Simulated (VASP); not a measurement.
Calculation: PBE GGA with spin-orbit coupling, VASP's PBE PAW potentials (set 64) (plane waves; VASP).

VASP input:

POSCAR:
```
Ge
1
    0.0000000000     2.8510660000     2.8510660000
    2.8510660000     0.0000000000     2.8510660000
    2.8510660000     2.8510660000     0.0000000000
Ge
2
Direct
  0.0000000000   0.0000000000   0.0000000000
  0.2500000000   0.2500000000   0.2500000000
```

**KPOINTS**
```
Automatic mesh
0
Gamma
5 5 5
0 0 0
```

INCAR:
```
SYSTEM = Ge
PREC = Accurate; ENCUT = 300; LREAL = .FALSE.
LASPH = .TRUE.
EDIFF = 1E-6; NELM = 100; ALGO = Normal
LMAXMIX = 4
ISMEAR = -1; SIGMA = 0.01
GGA = PE; GGA_COMPAT = .FALSE.
MAGMOM = 6*0.0; LSORBIT = .TRUE.; LNONCOLLINEAR = .TRUE.
ISIF = 2
LWAVE = .FALSE.; LCHARG = .FALSE.; LORBIT = 11
```

POTCAR, in this order: Ge_d (PBE.64 set). Program: vasp_ncl.

Problem. Estimate the energy per atom (σ→0), band gap (on the k-mesh).

Solution. 
* **energy per atom (σ→0)**: -4.472 eV/atom
* **band gap (on the k-mesh)**: none (metal, semimetal or under 0.01 eV)

### OSZICAR
```
...
DAV:   7    -0.894127947115E+01    0.31195E-01   -0.56429E-02   788   0.225E+00    0.302E-01
DAV:   8    -0.894241714930E+01   -0.11377E-02   -0.51080E-03   784   0.832E-01    0.129E-01
DAV:   9    -0.894345445543E+01   -0.10373E-02   -0.11044E-03   760   0.323E-01    0.238E-02
DAV:  10    -0.894351446361E+01   -0.60008E-04   -0.11831E-04   836   0.170E-01    0.999E-03
DAV:  11    -0.894352336836E+01   -0.89048E-05   -0.11271E-05   764   0.323E-02    0.460E-03
DAV:  12    -0.894352613653E+01   -0.27682E-05   -0.29880E-06   600   0.114E-02    0.222E-03
DAV:  13    -0.894352629820E+01   -0.16167E-06   -0.86631E-08   444   0.265E-03
   1 F= -.89435263E+01 E0= -.89434150E+01  d E =-.222557E-03  mag=     0.0000     0.0000     0.0000
```

The structure is a typed Ge crystal (Fd-3m). The cell was not relaxed at this level. The k-mesh is coarse (spacing up to 0.38 per Å, 2π included), so the numbers may not be converged in it. The run is one of a series of settings (GGA_COMPAT = .FALSE., LNONCOLLINEAR = .TRUE., LSORBIT = .TRUE., MAGMOM = 0.0 0.0 0.0 0.0 0.0 0.0, program vasp_ncl against the base run), some of them coarse on purpose.
